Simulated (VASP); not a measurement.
Consider the following.

```
CELL_PARAMETERS angstrom
      0.00000     2.21628     2.21628
      2.21628     0.00000     2.21628
      2.21628     2.21628     0.00000
ATOMIC_POSITIONS crystal
  B  0.00000 0.00000 0.00000
  As 0.25000 0.25000 0.25000
```

All values below come from LDA (Ceperley-Alder, Perdew-Zunger), VASP's LDA PAW potentials (set 64) (plane waves; VASP). Numerical set-up: 620 eV cut-off, 10×10×10 Γ-centred mesh, Gaussian smearing of 0.050 eV, potentials B As.

Question: Estimate the energy per atom (σ→0), pressure.

Answer: 
```json
{
  "energy per atom (σ→0)": "-6.174 eV/atom",
  "pressure": "44.96 GPa"
}
```

The absolute energy has meaning only against runs of the same code, potentials and settings.

The compound is BAs in the zinc blende structure. It was relaxed first under an external pressure of 45 GPa.
